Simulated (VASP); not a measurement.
**Mo: the relaxed cell at several levels of theory**

Aim: relax Mo at several levels of theory and compare the cells. The starting structure is a measured crystal structure from the Crystallography Open Database. The first relaxation on each setting starts from this cell expanded by 3 % in volume.

Main program and level: VASP 6.6.1; Kohn-Sham DFT with plane waves and PAW; PBEsol, LDA, PBE, PBEsol + D3(BJ), r2SCAN, r2SCAN + rVV10, optB86b-vdW and PBE + D3(BJ).

**1. The structure**

The structure is cubic, space group Im-3m (No. 229). Conventional cell: a = 3.147 Å, b = 3.147 Å, c = 3.147 Å, α = 90.00°, β = 90.00°, γ = 90.00°. Nearest to Mo lie 8 Mo at 2.73 Å.

Coordinates:

```xyz
1
Lattice="-1.5734 1.5734 1.5734 1.5734 -1.5734 1.5734 1.5734 1.5734 -1.5734" Properties=species:S:1:pos:R:3 pbc="T T T"
Mo    0.0000    0.0000    0.0000
```

**2. Relaxation with PBEsol**

PBEsol restores the gradient expansion of exchange and is tuned for the cells of solids. This run starts from the cell of an earlier relaxation, which isn't shown; the restart sets up the plane waves anew.

The input, INCAR:

```
SYSTEM = Mo
PREC = Accurate
ENCUT = 450
EDIFF = 1E-06
NELM = 100
ISMEAR = 1
SIGMA = 0.15
LREAL = .FALSE.
ALGO = Normal
GGA = PS
NBANDS = 13
LORBIT = 11
LWAVE = .FALSE.
LCHARG = .FALSE.
KPAR = 4
IBRION = 2
NSW = 50
ISIF = 3
EDIFFG = -0.006
```

The input, POSCAR:

```
Mo
1.0
   -1.5659467437      1.5659467437      1.5659467437
    1.5659467437     -1.5659467437      1.5659467437
    1.5659467437      1.5659467437     -1.5659467437
Mo
1
Direct
    0.0000000000      0.0000000000      0.0000000000
```

The input, KPOINTS:

```
Automatic mesh
0
Gamma
20 20 20
0 0 0
```

The projector-augmented-wave data sets are Mo_sv (PBE family, release 64).

Run with:

```sh
mpirun -np 4 vasp_std
```

Log:

```text
[banner, memory and clock lines left out]
running    4 mpi-ranks, on    1 nodes
 distrk:  each k-point on    1 cores,    4 groups
 distr:  one band on    1 cores,    1 groups

 POSCAR found type information on POSCAR Mo
 POSCAR found :  1 types and       1 ions
|                                                                             |
|               ----> ADVICE to this user running VASP <----                  |
|                                                                             |
|     You enforced a specific xc type in the INCAR file but a different       |
|     [... a line on the potential file left out ...]
|     I HOPE YOU KNOW WHAT YOU ARE DOING!                                     |
|                                                                             |

 LDA part: xc-table for (Slater+PW92), standard interpolation
 POSCAR, INCAR and KPOINTS ok, starting setup
 FFT: planning ... GRIDC
 FFT: planning ... GRID_SOFT
 FFT: planning ... GRID
 WAVECAR not read
 entering main loop
       N       E                     dE             d eps       ncg     rms          rms(c)
DAV:   1     0.809747926498E+02    0.80975E+02   -0.74551E+03  6772   0.999E+02
DAV:   2    -0.115650070734E+02   -0.92540E+02   -0.89151E+02  7571   0.291E+02
DAV:   3    -0.125333036804E+02   -0.96830E+00   -0.96521E+00  7486   0.297E+01
DAV:   4    -0.125354551133E+02   -0.21514E-02   -0.21512E-02  7491   0.168E+00
DAV:   5    -0.125354675747E+02   -0.12461E-04   -0.12461E-04  7556   0.114E-01    0.165E+01
DAV:   6    -0.118794490755E+02    0.65602E+00   -0.77863E-01  6841   0.108E+01    0.448E+00
DAV:   7    -0.117848115542E+02    0.94638E-01   -0.15007E-01  7396   0.450E+00    0.954E-01
DAV:   8    -0.117787727735E+02    0.60388E-02   -0.40042E-03  6906   0.799E-01    0.209E-01
DAV:   9    -0.117787885536E+02   -0.15780E-04   -0.85826E-05  7844   0.111E-01    0.878E-02
DAV:  10    -0.117787947771E+02   -0.62235E-05   -0.84399E-06  6931   0.334E-02    0.365E-03
DAV:  11    -0.117787949606E+02   -0.18344E-06   -0.68469E-08  3728   0.287E-03
   1 F= -.11778795E+02 E0= -.11778623E+02  d E =-.117788E+02
 curvature:   0.00 expect dE= 0.000E+00 dE for cont linesearch  0.000E+00
 trial: gam= 0.00000 g(F)=  0.806E-64 g(S)=  0.117E-04 ort = 0.000E+00 (trialstep = 0.100E+01)
 search vector abs. value=  0.117E-04
 bond charge predicted
       N       E                     dE             d eps       ncg     rms          rms(c)
DAV:   1    -0.117790794174E+02   -0.28464E-03   -0.62186E-03  6751   0.105E+00    0.199E-01
DAV:   2    -0.117788009671E+02    0.27845E-03   -0.42697E-04  6696   0.259E-01    0.333E-02
DAV:   3    -0.117787805713E+02    0.20396E-04   -0.63431E-05  7001   0.984E-02    0.301E-02
DAV:   4    -0.117787840726E+02   -0.35013E-05   -0.15958E-06  6018   0.131E-02    0.116E-03
DAV:   5    -0.117787840938E+02   -0.21233E-07   -0.11833E-07  3398   0.426E-03
   2 F= -.11778784E+02 E0= -.11778609E+02  d E =0.108668E-04
 trial-energy change:    0.000011  1 .order    0.000011   -0.000012    0.000034
 step:   0.2554(harm=  0.2554)  dis= 0.00000  next Energy=   -11.778796 (dE=-0.150E-05)
 bond charge predicted
       N       E                     dE             d eps       ncg     rms          rms(c)
DAV:   1    -0.117789608445E+02   -0.17677E-03   -0.34464E-03  6756   0.779E-01    0.148E-01
DAV:   2    -0.117788084434E+02    0.15240E-03   -0.23784E-04  6696   0.193E-01    0.248E-02
DAV:   3    -0.117787967116E+02    0.11732E-04   -0.34994E-05  6966   0.731E-02    0.222E-02
DAV:   4    -0.117787965280E+02    0.18358E-06   -0.87675E-07  5335   0.981E-03
   3 F= -.11778797E+02 E0= -.11778624E+02  d E =-.156746E-05
 curvature:  -0.13 expect dE=-0.238E-06 dE for cont linesearch -0.238E-06
 trial: gam= 0.00000 g(F)=  0.223E-62 g(S)=  0.186E-05 ort =-0.468E-05 (trialstep = 0.851E+00)
 search vector abs. value=  0.186E-05
 reached required accuracy - stopping structural energy minimisation
```

Elapsed: 7 s, on 4 MPI ranks of Intel Xeon 6975P-C (Granite Rapids), shared host; peak memory 0.61 GiB; 26 s of CPU time.

Lines that name or quote the potential files are left out of all logs, and their timing lines are given in words.

OUTCAR, selected parts (step 2):

```text
ion  position               nearest neighbor table
   1  0.000  0.000  0.000-

  LATTYP: Found a body centered cubic cell.
 ALAT       =     3.1318934874

 Subroutine GETGRP returns: Found 48 space group operations
 (whereof 48 operations were pure point group operations)

The static configuration has the point symmetry O_h .

 Found    256 irreducible k-points:

   k-points           NKPTS =    256   k-points in BZ     NKDIM =    256   number of bands    NBANDS=     13

   dimension x,y,z NGX =    20 NGY =   20 NGZ =   20
   dimension x,y,z NGXF=    40 NGYF=   40 NGZF=   40

   ENCUT  =  450.0 eV  33.07 Ry    5.75 a.u.   4.69  4.69  4.69*2*pi/ulx,y,z

   NELECT =      14.0000    total number of electrons

 k-points in reciprocal lattice and weights: Automatic mesh
   0.00000000  0.00000000  0.00000000       0.000
   0.05000000  0.00000000  0.00000000       0.002
   0.10000000  0.00000000  0.00000000       0.002
   0.15000000  0.00000000  0.00000000       0.002
   0.20000000  0.00000000  0.00000000       0.002
   0.25000000  0.00000000  0.00000000       0.002
   0.30000000  0.00000000  0.00000000       0.002
   0.35000000  0.00000000  0.00000000       0.002
   0.40000000  0.00000000  0.00000000       0.002
[...]
0.50000000  0.50000000  0.45000000       0.002
   0.50000000  0.50000000  0.50000000       0.000

 average (electrostatic) potential at core
       1 -68.7448

 E-fermi :  12.7727

 k-point     1 :       0.0000    0.0000    0.0000
  band No.  band energies     occupation
    ...
      4     -21.6900      2.00000
      5       5.4107      2.00000
      6      11.3526      2.00000
      7      11.3526      2.00000
      8      11.3526      2.00000
      9      14.4291     -0.00000
     10      14.4291     -0.00000
     11      27.5893      0.00000
     12      27.5893      0.00000
     13      27.5893      0.00000

 k-point     2 :       0.0500    0.0000    0.0000
  band No.  band energies     occupation
    ...
      4     -21.6903      2.00000
      5       5.5247      2.00000
      6      11.2873      2.00000
      7      11.3424      2.00000
      8      11.4595      2.00000
      9      14.3299     -0.00000
     10      14.4305     -0.00000
     11      27.6777      0.00000
     12      27.7814      0.00000
     13      27.8245      0.00000

 k-point     3 :       0.1000    0.0000    0.0000
  band No.  band energies     occupation
    ...
      4     -21.6913      2.00000
      5       5.8531      2.00000
      6      11.1036      2.00000
      7      11.2990      2.00000
      8      11.7768      2.00000
      9      14.0985     -0.00000
     10      14.4382     -0.00000
     11      27.9019      0.00000
     12      28.3441      0.00000
     13      28.4353      0.00000

  Total        0.0035890      0.0035890      0.0035890     -0.0000000     -0.0000000      0.0000000
  in kB        0.3744856      0.3744856      0.3744856     -0.0000000     -0.0000000      0.0000000
  external PRESSURE =       0.3744856 kB  Pullay stress =       0.0000000 kB

  energy-cutoff  :      450.00
  volume of cell :       15.35
      direct lattice vectors                 reciprocal lattice vectors
    -1.565773052  1.565773052  1.565773052     0.000000000  0.319331080  0.319331080
     1.565773052 -1.565773052  1.565773052     0.319331080  0.000000000  0.319331080
     1.565773052  1.565773052 -1.565773052     0.319331080  0.319331080  0.000000000

 POSITION                                       TOTAL-FORCE (eV/Angst)
 -----------------------------------------------------------------------------------
      0.00000      0.00000      0.00000         0.000000     -0.000000      0.000000
 -----------------------------------------------------------------------------------
    total drift:                                0.000000     -0.000000      0.000000

  FREE ENERGIE OF THE ION-ELECTRON SYSTEM (eV)
  ---------------------------------------------------
  free  energy   TOTEN  =       -11.7787965280 eV

  energy  without entropy=      -11.7782776126  energy(sigma->0) =      -11.77862356

 reached required accuracy - stopping structural energy minimisation

 total charge
# of ion       s       p       d       tot
------------------------------------------
    1        2.391   6.214   3.940  12.544

[... 3 further parts left out ...]
```

CONTCAR:

```
Mo
   1.00000000000000
    -1.5657730524385127    1.5657730524385127    1.5657730524385127
     1.5657730524385127   -1.5657730524385127    1.5657730524385127
     1.5657730524385127    1.5657730524385127   -1.5657730524385127
  Mo
     1
Direct
     0.0000000000000000    0.0000000000000000    0.0000000000000000
```

The PAW data sets were made with PBE, which is usual practice but a small mismatch for other functionals. The run keeps the 48 symmetry operations of its start, so it cannot find a distortion of lower symmetry.

With PBEsol the relaxed cell holds 15.355 Å³ an atom, -1.45 % against the measured cell, with a = 3.132 Å.

**3. Relaxation with LDA**

LDA, the lowest rung, knows the local density alone. This run starts from the cell of an earlier relaxation, which isn't shown; the restart sets up the plane waves anew.

Changes to INCAR since step 2:

```diff
@@ -9,3 +9,3 @@
 ALGO = Normal
-GGA = PS
+GGA = CA
 NBANDS = 13
```

The input, POSCAR:

```
Mo
1.0
   -1.5580040674      1.5580040674      1.5580040674
    1.5580040674     -1.5580040674      1.5580040674
    1.5580040674      1.5580040674     -1.5580040674
Mo
1
Direct
    0.0000000000      0.0000000000      0.0000000000
```

KPOINTS is that of step 2.

PAW data sets: Mo_sv (LDA family, release 64).

Run with:

```sh
mpirun -np 4 vasp_std
```

Log:

```text
[banner, memory and clock lines left out]
running    4 mpi-ranks, on    1 nodes
[...]
LDA part: xc-table for (Slater(with rela. corr.)+CA(PZ))
 , standard interpolation
 POSCAR, INCAR and KPOINTS ok, starting setup
[...]
entering main loop
       N       E                     dE             d eps       ncg     rms          rms(c)
DAV:   1     0.847984193538E+02    0.84798E+02   -0.72771E+03  6741   0.100E+03
DAV:   2    -0.118090220788E+02   -0.96607E+02   -0.93002E+02  7406   0.299E+02
DAV:   3    -0.128478898068E+02   -0.10389E+01   -0.10365E+01  7476   0.321E+01
DAV:   4    -0.128504087398E+02   -0.25189E-02   -0.25189E-02  7431   0.186E+00
[...]
DAV:   9    -0.121316279314E+02    0.39568E-04   -0.14012E-04  7827   0.144E-01    0.714E-02
DAV:  10    -0.121316386751E+02   -0.10744E-04   -0.78959E-06  7006   0.325E-02    0.224E-03
DAV:  11    -0.121316387113E+02   -0.36198E-07   -0.46386E-08  3748   0.240E-03
   1 F= -.12131639E+02 E0= -.12131468E+02  d E =-.121316E+02
[...]
DAV:   2    -0.121316417214E+02    0.31366E-03   -0.49346E-04  6686   0.296E-01    0.330E-02
DAV:   3    -0.121316214613E+02    0.20260E-04   -0.68763E-05  6991   0.105E-01    0.347E-02
DAV:   4    -0.121316247913E+02   -0.33301E-05   -0.18140E-06  6467   0.136E-02    0.124E-03
DAV:   5    -0.121316247936E+02   -0.23053E-08   -0.10797E-07  3403   0.431E-03
   2 F= -.12131625E+02 E0= -.12131453E+02  d E =0.139177E-04
 trial-energy change:    0.000014  1 .order    0.000013   -0.000013    0.000039
 step:   0.2454(harm=  0.2454)  dis= 0.00000  next Energy=   -12.131640 (dE=-0.155E-05)
[...]
N       E                     dE             d eps       ncg     rms          rms(c)
DAV:   1    -0.121318284075E+02   -0.20362E-03   -0.39389E-03  6761   0.856E-01    0.168E-01
DAV:   2    -0.121316496133E+02    0.17879E-03   -0.28258E-04  6696   0.224E-01    0.250E-02
DAV:   3    -0.121316381469E+02    0.11466E-04   -0.39070E-05  6951   0.794E-02    0.259E-02
DAV:   4    -0.121316399968E+02   -0.18499E-05   -0.10267E-06  5512   0.103E-02    0.889E-04
DAV:   5    -0.121316399934E+02    0.33770E-08   -0.75150E-08  3343   0.358E-03
   3 F= -.12131640E+02 E0= -.12131469E+02  d E =-.128211E-05
[...]
reached required accuracy - stopping structural energy minimisation
```

It took 7 s on 4 MPI ranks; peak memory 0.61 GiB; 26 s of CPU time.

From OUTCAR (step 3):

```text
  Total        0.0009810      0.0009810      0.0009810     -0.0000000      0.0000000      0.0000000
  in kB        0.1039388      0.1039388      0.1039388     -0.0000000      0.0000000      0.0000000
  external PRESSURE =       0.1039388 kB  Pullay stress =       0.0000000 kB

 POSITION                                       TOTAL-FORCE (eV/Angst)
 -----------------------------------------------------------------------------------
      0.00000     -0.00000      0.00000        -0.000000      0.000000      0.000000
 -----------------------------------------------------------------------------------
    total drift:                                0.000000     -0.000000      0.000000

  FREE ENERGIE OF THE ION-ELECTRON SYSTEM (eV)
  ---------------------------------------------------
  free  energy   TOTEN  =       -12.1316399934 eV

  energy  without entropy=      -12.1311268632  energy(sigma->0) =      -12.13146895

[... 2 parts as in an earlier step ...]

[... 2 further parts left out ...]
[key lines of the parts left out:]
E-fermi :  13.0348
```

With LDA the relaxed cell holds 15.122 Å³ an atom, -2.94 % against the measured cell, with a = 3.116 Å. That is -1.51 % from PBEsol.

**4. Relaxation with PBE**

PBE, the usual starting point, adds the gradient of the density.

Changes to INCAR since step 3:

```diff
@@ -9,3 +9,3 @@
 ALGO = Normal
-GGA = CA
+GGA = PE
 NBANDS = 13
```

The input, POSCAR:

```
Mo
1.0
   -1.5889943795      1.5889943795      1.5889943795
    1.5889943795     -1.5889943795      1.5889943795
    1.5889943795      1.5889943795     -1.5889943795
Mo
1
Direct
    0.0000000000      0.0000000000      0.0000000000
```

KPOINTS is that of step 3.

Potentials, in the order of the species: Mo_sv (PBE family, release 64).

Run with:

```sh
mpirun -np 4 vasp_std
```

Log:

```text
[banner, memory and clock lines left out]
running    4 mpi-ranks, on    1 nodes
[...]
LDA part: xc-table for (Slater+PW92), standard interpolation
 POSCAR, INCAR and KPOINTS ok, starting setup
[...]
entering main loop
       N       E                     dE             d eps       ncg     rms          rms(c)
DAV:   1     0.826260021555E+02    0.82626E+02   -0.74006E+03  6767   0.988E+02
DAV:   2    -0.105863848623E+02   -0.93212E+02   -0.89755E+02  7711   0.291E+02
DAV:   3    -0.116162401481E+02   -0.10299E+01   -0.10278E+01  7426   0.303E+01
DAV:   4    -0.116185022493E+02   -0.22621E-02   -0.22621E-02  7426   0.175E+00
[...]
DAV:   9    -0.109335830500E+02   -0.76124E-04   -0.98551E-05  7736   0.120E-01    0.791E-02
DAV:  10    -0.109335908838E+02   -0.78338E-05   -0.12059E-05  6916   0.394E-02    0.634E-03
DAV:  11    -0.109335912313E+02   -0.34748E-06   -0.13674E-07  4003   0.405E-03
   1 F= -.10933591E+02 E0= -.10933540E+02  d E =-.109336E+02
[...]
DAV:   6    -0.109149873431E+02    0.51168E-05   -0.40395E-06  6906   0.245E-02    0.318E-03
DAV:   7    -0.109149867603E+02    0.58282E-06   -0.12140E-07  3708   0.440E-03
   2 F= -.10914987E+02 E0= -.10914828E+02  d E =0.186045E-01
 trial-energy change:    0.018604  1 .order    0.019232   -0.020188    0.058653
 step:   0.2654(harm=  0.2561)  dis= 0.00000  next Energy=   -10.936282 (dE=-0.269E-02)
[...]
N       E                     dE             d eps       ncg     rms          rms(c)
DAV:   1    -0.112216073358E+02   -0.30662E+00   -0.59784E+00  6751   0.325E+01    0.523E+00
DAV:   2    -0.109508938895E+02    0.27071E+00   -0.44476E-01  6671   0.817E+00    0.106E+00
DAV:   3    -0.109343877724E+02    0.16506E-01   -0.55885E-02  6986   0.289E+00    0.676E-01
DAV:   4    -0.109362890477E+02   -0.19013E-02   -0.12218E-03  6886   0.366E-01    0.859E-02
DAV:   5    -0.109363403059E+02   -0.51258E-04   -0.59580E-05  7656   0.867E-02    0.722E-03
DAV:   6    -0.109363416864E+02   -0.13806E-05   -0.74031E-07  4839   0.102E-02    0.700E-04
DAV:   7    -0.109363417879E+02   -0.10145E-06   -0.44889E-08  3363   0.256E-03
   3 F= -.10936342E+02 E0= -.10936259E+02  d E =-.275056E-02
[...]
reached required accuracy - stopping structural energy minimisation
```

It took 8.8 s on 4 MPI ranks; peak memory 0.63 GiB; 33 s of CPU time.

Parts of OUTCAR (step 4):

```text
  Total       -0.0055513     -0.0055513     -0.0055513     -0.0000000     -0.0000000     -0.0000000
  in kB       -0.5622465     -0.5622465     -0.5622465     -0.0000000     -0.0000000     -0.0000000
  external PRESSURE =      -0.5622465 kB  Pullay stress =       0.0000000 kB

 POSITION                                       TOTAL-FORCE (eV/Angst)
 -----------------------------------------------------------------------------------
      0.00000     -0.00000      0.00000        -0.000000      0.000000     -0.000000
 -----------------------------------------------------------------------------------
    total drift:                                0.000000     -0.000000      0.000000

  FREE ENERGIE OF THE ION-ELECTRON SYSTEM (eV)
  ---------------------------------------------------
  free  energy   TOTEN  =       -10.9363417879 eV

  energy  without entropy=      -10.9360940147  energy(sigma->0) =      -10.93625920

[... 2 parts as in an earlier step ...]

[... 2 further parts left out ...]
[key lines of the parts left out:]
E-fermi :  12.4235
```

With PBE the relaxed cell holds 15.819 Å³ an atom, +1.53 % against the measured cell, with a = 3.163 Å. That is +3.02 % from PBEsol.

[end of part 1 of 2]

[Lines on the potential files, build, host, timing and source positions are cut from VASP's logs without a mark.]

[Logs are printed without paths, hosts, clocks, repeated set-up lines and the standing remarks that a program may print on its own settings, such as how far it seeks lower states.]

[Hosts, paths, dates, database ids (printed as entryN), source tags and the programs' standing remarks are cut or masked in the printed files.]
